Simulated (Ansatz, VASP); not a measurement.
Given: the input of a run of Ansatz 0.2.0 on SbW2.

Contents of input.yaml:

```yaml
crystal:
  lattice:
    - [0.0, 3.13301, 3.13301]
    - [3.13301, 0.0, 3.13301]
    - [3.13301, 3.13301, 0.0]
  atoms:
    - { symbol: Sb, position: [0.5, 0.5, 0.5] }
    - { symbol: W, position: [0.25, 0.25, 0.25] }
    - { symbol: W, position: [0.75, 0.75, 0.75] }
hamiltonian:
  xc: revpbe
  pseudopotentials: { kind: paw }
kpoints:
  mp_grid: { grid: [7, 7, 7] }
scf:
  occupations: { method: fermi_dirac, width: 0.05 }
output:
  forces: true
  stress: true
  eigenvalues: true
relax:
  f_tol: 0.01
  max_steps: 40
  cell: { stress_tol: 0.05 }
```

Potentials or basis: Ansatz PAW.

Run with:

```console
$ ansatz run input.yaml --threads 2 --pin off --max-ram 5632MiB --backend cpu --events-out ev --progress --plain --runs-dir out
```

Translate it to VASP 6.6.1. Potentials there: VASP PAW PBE potentials, release 64 (Sb, W_sv).

As run (the cutoff follows the program's own potentials):

INCAR

```
SYSTEM = SbW2
  PREC = Accurate
  ENCUT = 600
  EDIFF = 1E-6
  ISMEAR = -1
  SIGMA = 0.05
  LREAL = .False.
  LASPH = .True.
  NELM = 100
  ALGO = Fast
  ISIF = 3
  LWAVE = .False.
  LCHARG = .False.
  GGA = RE
  IBRION = 2
  NSW = 60
  EDIFFG = -0.02
```

KPOINTS

```
regular mesh
0
Gamma
  7 7 7
  0 0 0
```

File POSCAR:

```
SbW2
1.0
    0.0000000000      3.1330100000      3.1330100000
    3.1330100000      0.0000000000      3.1330100000
    3.1330100000      3.1330100000      0.0000000000
Sb W
1 2
Direct
    0.5000000000      0.5000000000      0.5000000000
    0.2500000000      0.2500000000      0.2500000000
    0.7500000000      0.7500000000      0.7500000000
```

Potentials or basis: VASP PAW PBE potentials, release 64 (Sb, W_sv).

Command:

```console
$ cat potpaw_PBE.64/Sb/POTCAR potpaw_PBE.64/W_sv/POTCAR > POTCAR
$ mpirun -np 1 vasp_std > vasp.out
```

Both were run:

|  | VASP | Ansatz | Ansatz less VASP |
| --- | --- | --- | --- |
| gap on the k mesh at the Fermi level, each at its own relaxed structure (eV) | none | none | - |
| relaxed volume (Å³/atom) | 20.74 | 20.73 | -0.017 |
| relaxed cell length with the largest relative difference (Å) | 4.448 | 4.447 | -0.0012 |
| energy change over the relaxation (meV/atom) | -1 | -1 | +0.2 |

A gap of «none» marks a metal or a gap that the smearing closes. The two sets of potentials don't hold the same shells in valence.

Caveats: the bands computed are all filled at some k points, so no gap is given (VASP); the PAW data sets were made with another functional, which shifts forces and pressure a little (VASP); the plane-wave basis is chosen anew once the cell has moved, so the energies of steps on either side of that aren't comparable (Ansatz); the PAW data sets come from PBE, with cores solved anew for the run's functional, which leaves a small shift of forces and pressure (Ansatz). The runs have no spin-orbit coupling, so splittings on Sb, W are missing.
